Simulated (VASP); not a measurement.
Input for VASP

File KPOINTS:
```
Regular mesh
0
gamma
 12 12 8
```

### POSCAR
```
TiAl
8.1004530
  0.3474863397   0.0000000000   0.0000000000
  0.0000000000   0.3474863397   0.0000000000
  0.0000000000   0.0000000000   0.5000000282
Ti Al
1 1
Cart
  0.0000000000   0.0000000000   0.0246899772
  0.1737431698   0.1737431698   0.2500000141
```

**INCAR**
```
SYSTEM = TiAl
PREC = Accurate
ENCUT = 480
EDIFF = 1E-7
NELM = 100
ALGO = Normal
LREAL = .FALSE.
LASPH = .TRUE.
ISMEAR = 1
SIGMA = 0.1
METAGGA = R2SCAN
LMIXTAU = .TRUE.
LMAXMIX = 4
LWAVE = .FALSE.
LCHARG = .FALSE.
ISIF = 2
```

POTCAR, in this order: Ti_sv Al (PBE.64 set). Program: vasp_std.

Q: Translate this r2SCAN calculation to Ansatz.

A: One equivalent input (not run):
Ansatz 0.2 input:
```yaml
crystal:
  lattice:
    - [2.8147968, 0.0000000, 0.0000000]
    - [0.0000000, 2.8147968, 0.0000000]
    - [0.0000000, 0.0000000, 4.0502267]
  atoms:
    - { symbol: Ti, position: [0.0000000, 0.0000000, 0.0493800] }
    - { symbol: Al, position: [0.5000000, 0.5000000, 0.5000000] }
kpoints:
  mp_grid: { grid: [12, 12, 8] }
hamiltonian:
  xc: r2scan
  pseudopotentials: { kind: paw }
scf:
  occupations: { method: methfessel_paxton, width: 0.1 }
  max_iter: 100
output: { forces: true, stress: true, eigenvalues: true }
```
The two are equivalent in intent, not identical: each code has its own PAW files, so the cut-off isn't converted (ENCUT is set for VASP's; basis.ecutwfc is left out, and Ansatz then takes the one that its files recommend); Ansatz stops its SCF on the density residual and VASP on the energy change (EDIFF).

The compound is TiAl in the L1_0 structure. This cell was strained or had an atom moved on purpose.
